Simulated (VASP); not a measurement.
Data:

```
CELL_PARAMETERS angstrom
      0.00000     3.45249     3.45249
      3.45249     0.00000     3.45249
      3.45249     3.45249     0.00000
ATOMIC_POSITIONS crystal
  Rb 0.00000 0.00000 0.00000
  Br 0.50000 0.50000 0.50000
```

These are PBE GGA, VASP's PBE PAW potentials (set 64) (plane waves; VASP) values and carry that method's errors. Settings: 300 eV cut-off, 7×7×7 Γ-centred mesh, Gaussian smearing of 0.010 eV, potentials Rb_sv Br.

What does the run give for the energy per atom (σ→0), band gap (on the k-mesh) with the smallest direct gap where there is one?

```
Property                                     Result
-----------------------------------  --------------
band gap (on the k-mesh)                    4.31 eV
smallest direct gap (on the k-mesh)         4.31 eV
energy per atom (σ→0)                -3.054 eV/atom
```

The structure comes from a computed database's RbBr entry; how it stands against other phases isn't given here. The cell was not relaxed at this level.
